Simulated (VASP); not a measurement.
Level of theory: PBE GGA + U (Dudarev), VASP's PBE PAW potentials (set 64) (plane waves; VASP 6.6.1).

VASP input:

**KPOINTS**
```
Automatic mesh
0
Gamma
7 7 7
0 0 0
```

### POSCAR
```
ZnSe
1.0
  0.0000000000   2.8350000000   2.8350000000
  2.8350000000   0.0000000000   2.8350000000
  2.8350000000   2.8350000000   0.0000000000
Zn Se
1 1
Cart
  0.0000000000   0.0000000000   0.0000000000
  1.4175000000   1.4175000000   1.4175000000
```

INCAR:
```
# general
SYSTEM    = ZnSe
PREC      = Accurate
ENCUT     = 400
LREAL     = .False.   # projection in real space or not
LASPH     = .True.   # aspherical one-centre terms

# electronic loop
EDIFF     = 1E-6   # SCF stop (eV)
NELM      = 100   # most electronic steps
ALGO      = Normal   # blocked Davidson
LMAXMIX   = 4

# smearing
ISMEAR    = 0   # Gaussian
SIGMA     = 0.05   # width (eV)

# functional
GGA       = PE

# DFT+U
LDAU      = .True.
LDAUTYPE  = 2   # Dudarev
LDAUL     = 2 -1
LDAUU     = 6.0 0
LDAUJ     = 0 0
LDAUPRINT = 1

# ions
ISIF      = 2   # forces and stress, cell fixed

# output
LWAVE     = .False.
LCHARG    = .False.
LORBIT    = 10
```

POTCAR, in this order: Zn Se (PBE.64 set). Program: vasp_std.

Output of the run:

File OSZICAR:
```
       N       E                     dE             d eps       ncg     rms          rms(c)
DAV:   1     0.797968528554E+02    0.79797E+02   -0.79034E+03   520   0.136E+03
DAV:   2    -0.420535242769E+00   -0.80217E+02   -0.77653E+02   560   0.253E+02
DAV:   3    -0.575614112798E+01   -0.53356E+01   -0.53220E+01   665   0.729E+01
DAV:   4    -0.579844315548E+01   -0.42302E-01   -0.42297E-01   560   0.679E+00
DAV:   5    -0.579863286437E+01   -0.18971E-03   -0.18971E-03   590   0.397E-01    0.575E+00
DAV:   6    -0.559915111730E+01    0.19948E+00   -0.41790E-01   764   0.143E+01    0.402E+00
DAV:   7    -0.558438690291E+01    0.14764E-01   -0.13558E-01   575   0.331E+00    0.141E+00
DAV:   8    -0.558640071153E+01   -0.20138E-02   -0.64310E-03   555   0.739E-01    0.379E-01
DAV:   9    -0.558675730734E+01   -0.35660E-03   -0.10125E-03   580   0.265E-01    0.654E-02
DAV:  10    -0.558682018494E+01   -0.62878E-04   -0.73444E-05   570   0.104E-01    0.197E-02
DAV:  11    -0.558685453918E+01   -0.34354E-04   -0.43493E-05   545   0.671E-02    0.984E-03
DAV:  12    -0.558685567296E+01   -0.11338E-05   -0.25202E-06   577   0.300E-02    0.323E-03
DAV:  13    -0.558685601134E+01   -0.33838E-06   -0.81704E-07   422   0.829E-03
   1 F= -.55868560E+01 E0= -.55868560E+01  d E =-.160973E-10
```

OUTCAR:
```
------------------------ aborting loop because EDIFF is reached ----------------------------------------
  FORCE on cell =-STRESS in cart. coord.  units (eV):
  Direction    XX          YY          ZZ          XY          YZ          ZX
  --------------------------------------------------------------------------------------
  Total        0.1042718      0.1042718      0.1042718      0.0000000      0.0000000     -0.0000000
  in kB        3.6659629      3.6659629      3.6659629      0.0000000      0.0000000     -0.0000000
  external PRESSURE =       3.6659629 kB  Pullay stress =       0.0000000 kB
  volume of cell :       45.57
      direct lattice vectors                 reciprocal lattice vectors
     0.000000000  2.835000000  2.835000000    -0.176366843  0.176366843  0.176366843
     2.835000000  0.000000000  2.835000000     0.176366843 -0.176366843  0.176366843
     2.835000000  2.835000000  0.000000000     0.176366843  0.176366843 -0.176366843
  FREE ENERGIE OF THE ION-ELECTRON SYSTEM (eV)
  ---------------------------------------------------
  free  energy   TOTEN  =        -5.5868560113 eV

  energy  without entropy=       -5.5868560113  energy(sigma->0) =       -5.58685601

 total charge

# of ion       s       p       d       tot
------------------------------------------
    1        0.521   0.432   9.886  10.839
    2        1.434   2.439   0.026   3.900
--------------------------------------------------
tot          1.955   2.871   9.912  14.739
```
(Selected blocks of OUTCAR.)

### OUTCAR
```
 val. band max:        1.3440640064   @ k =   0.0000   0.0000   0.0000

 cond. band min:       2.9510991766   @ k =   0.0000   0.0000   0.0000


 Fermi energy:         1.5474421742

 k-point     1 :       0.0000    0.0000    0.0000
  band No.  band energies     occupation
      1     -11.6282      2.00000
      2      -7.3434      2.00000
      3      -7.3434      2.00000
      4      -7.3434      2.00000
      5      -7.0348      2.00000
      6      -7.0348      2.00000
      7       1.3441      2.00000
      8       1.3441      2.00000
      9       1.3441      2.00000
     10       2.9511      0.00000
     11       7.4666      0.00000
     12       7.4666      0.00000
     13       7.4666      0.00000

 k-point     2 :       0.1429    0.0000    0.0000
  band No.  band energies     occupation
      1     -11.5115      2.00000
      2      -7.3282      2.00000
      3      -7.3282      2.00000
      4      -7.3022      2.00000
      5      -7.0355      2.00000
      6      -7.0355      2.00000
      7      -0.1593      2.00000
      8       1.1759      2.00000
      9       1.1759      2.00000
     10       4.0446      0.00000
     11       7.3914      0.00000
     12       7.7667      0.00000
     13       7.7667      0.00000

 k-point     3 :       0.2857    0.0000    0.0000
  band No.  band energies     occupation
      1     -11.2334      2.00000
      2      -7.2979      2.00000
      3      -7.2979      2.00000
      4      -7.1483      2.00000
      5      -7.0350      2.00000
      6      -7.0350      2.00000
      7      -2.0718      2.00000
      8       0.8465      2.00000
      9       0.8465      2.00000
     10       4.3831      0.00000
     11       8.0550      0.00000
     12       8.0550      0.00000
     13       8.5513      0.00000

 k-point     4 :       0.4286    0.0000    0.0000
  band No.  band energies     occupation
      1     -10.9936      2.00000
      2      -7.2774      2.00000
      3      -7.2774      2.00000
...
```

The compound is ZnSe in the zinc blende structure. The cell was not relaxed at this level. The run is one of a series of settings (LDAU = .TRUE., LDAUJ = 0 0, LDAUL = 2 -1, LDAUTYPE = 2, LDAUU = 6.0 0 against the base run), some of them coarse on purpose.
